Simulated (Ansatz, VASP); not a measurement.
**Two plane-wave programs on Rb3Mg**

The input INCAR:

```
PREC = Accurate
ENCUT = 520
EDIFF = 1E-7
ISMEAR = -1
SIGMA = 0.05
LREAL = False
LASPH = True
NELM = 100
ALGO = Normal
ISIF = 2
LWAVE = False
LCHARG = False
GGA = PE
NBANDS = 22
```

File KPOINTS:

```
Automatic mesh
0
Gamma
  6 6 6
```

Contents of POSCAR:

```
Rb3Mg
1.0
   -3.2056068373      3.2056068373      6.1460454064
    3.2056068373     -3.2056068373      6.1460454064
    3.2056068373      3.2056068373     -6.1460454064
Rb Mg
3 1
Direct
    0.2500000000      0.7500000000      0.5000000000
    0.7500000000      0.2500000000      0.5000000000
    0.5000000000      0.5000000000      0.0000000000
    0.0000000000      0.0000000000      0.0000000000
```

The input input.yaml:

```yaml
crystal:
  lattice:
    - [-3.2056068373, 3.2056068373, 6.1460454064]
    - [3.2056068373, -3.2056068373, 6.1460454064]
    - [3.2056068373, 3.2056068373, -6.1460454064]
  atoms:
    - { symbol: Rb, position: [0.25, 0.75, 0.5] }
    - { symbol: Rb, position: [0.75, 0.25, 0.5] }
    - { symbol: Rb, position: [0.5, 0.5, 0.0] }
    - { symbol: Mg, position: [0.0, 0.0, 0.0] }
hamiltonian:
  xc: pbe
  pseudopotentials: { kind: paw }
kpoints:
  mp_grid: { grid: [6, 6, 6] }
scf:
  occupations: { method: fermi_dirac, width: 0.05 }
output:
  forces: true
  stress: true
  eigenvalues: true
  write_density: true
  write_potential: true
  elf: true
  volumetric_format: npy
```

Change from the starting cell: volume scaled by 0.98.

Alike in both runs: task single point; functional PBE; k mesh 6 × 6 × 6; occupations fermi-dirac, width 0.05 eV; no spin polarisation.

```csv
,VASP,Ansatz
version,VASP 6.6.1,Ansatz 0.2.0
potentials or method,"VASP PAW PBE potentials, release 64 (Rb_sv, Mg)",Ansatz PAW
plane-wave cutoff (eV),520,420
valence electrons in the cell,29,37
```

|  | VASP | Ansatz | Ansatz less VASP |
| --- | --- | --- | --- |
| gap on the k mesh at the Fermi level (eV) | none | none | - |
| pressure (GPa) | 0.1 | 0.1 | 0.00 |
| largest component of the traceless stress (GPa) | 0.06 | 0.06 | 0.000 |

A gap of «none» marks a metal or a gap that the smearing closes. With one functional, cell and mesh, what is left measures potentials, basis and numerics. The two sets of potentials don't hold the same shells in valence.
